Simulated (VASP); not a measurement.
Here is the system:

```
CELL_PARAMETERS angstrom
      4.03806     0.00000     0.00000
      0.00000     4.03806     0.00000
      0.00000     0.00000     4.03806
ATOMIC_POSITIONS crystal
  K  0.00000 0.00000 0.00000
  Ta 0.50000 0.50000 0.50000
  O  0.50000 0.00000 0.50000
  O  0.00000 0.50000 0.50000
  O  0.50000 0.50000 0.00000
```

The numbers are results of vdW-DF-cx, VASP's PBE PAW potentials (set 64) (plane waves; VASP 6.6.1), not measurements. Numerical set-up: 520 eV cut-off, 6×6×6 Γ-centred mesh, Gaussian smearing of 0.050 eV, potentials K_sv Ta_pv O.

Unless said otherwise, spin-orbit coupling is left out, though it shifts the bands of the heavy elements here.

Question: Estimate the energy per atom (σ→0), pressure, band gap (on the k-mesh) with the smallest direct gap where there is one.

Answer: 
```json
{
 "band gap (on the k-mesh)": "2.06 eV",
 "smallest direct gap (on the k-mesh)": "2.69 eV",
 "energy per atom (σ→0)": "-6.420 eV/atom",
 "pressure": "-5.55 GPa"
}
```

The compound is KTaO3 in the cubic perovskite structure. This cell is one point of a volume scan, at 1.03 of the reference volume.
